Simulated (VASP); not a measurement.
Here is a VASP 6.6.1 calculation.

Contents of INCAR:

```
  PREC = Accurate
  ENCUT = 600
  EDIFF = 1E-7
  ISMEAR = -1
  SIGMA = 0.05
  LREAL = F
  LASPH = T
  NELM = 80
  ALGO = Normal
  ISIF = 2
  LWAVE = F
  LCHARG = F
  GGA = PS
  LEFG = T
```

File KPOINTS:

```
Automatic mesh
0
Gamma
  14 14 8
```

POSCAR

```
Tc
1.0
    2.7400000000      0.0000000000      0.0000000000
   -1.3700000000      2.3729096064      0.0000000000
    0.0000000000      0.0000000000      4.3980000000
Tc
2
Direct
    0.3333333333      0.6666666667      0.2500000000
    0.6666666667      0.3333333333      0.7500000000
```

Potentials or basis: VASP PAW PBE potentials, release 64 (Tc_sv).

Run with:

```sh
$ cat potpaw_PBE.64/Tc_sv/POTCAR > POTCAR
$ mpirun -np 1 vasp_std > vasp.out
```

Estimate the band gap on the k mesh.

none (metal or under the smearing width).

What does it give for the pressure?

-6.7 GPa.

Electric field gradients, principal values (V/Å²):
```csv
atom,Vxx,Vyy,Vzz
1 Tc,7.997,7.997,-15.993
2 Tc,7.997,7.997,-15.993
```

Caveat: the PAW data sets were made with another functional, which shifts forces and pressure a little.
